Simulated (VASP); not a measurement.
```yaml
crystal:
  lattice:
    - [2.08978, -3.61961, 0.00000]
    - [2.08978, 3.61961, 0.00000]
    - [0.00000, 0.00000, 7.15454]
  atoms:
    - { symbol: Mg, position: [0.00000, 0.00000, 0.00000] }
    - { symbol: I, position: [0.33333, 0.66667, 0.23284] }
    - { symbol: I, position: [0.66667, 0.33333, 0.76716] }
```

Calculation: r2SCAN meta-GGA, VASP's PBE PAW potentials (set 64) (plane waves; VASP 6.6.1). Numerical set-up: 480 eV cut-off, 6×6×4 Γ-centred mesh, Gaussian smearing of 0.050 eV, potentials Mg I.

Each relaxation starts from this cell; other phases were not tried.

**Question.** The cell is relaxed at 10 GPa. What happens?

**Answer.** The volume per atom goes from 36.08 to 27.04 Å³ (-25.0 %), and the cell becomes a = b = 3.884 Å, c = 6.211 Å, α = β = 90.00°, γ = 120.00°, space group P-3m1. The gap on the mesh goes from 4.21 to 3.60 eV.

Failed runs are left out, and for metals the shear rows, which the mesh's noise covers.

The compound is MgI2 in the 1T layered structure.
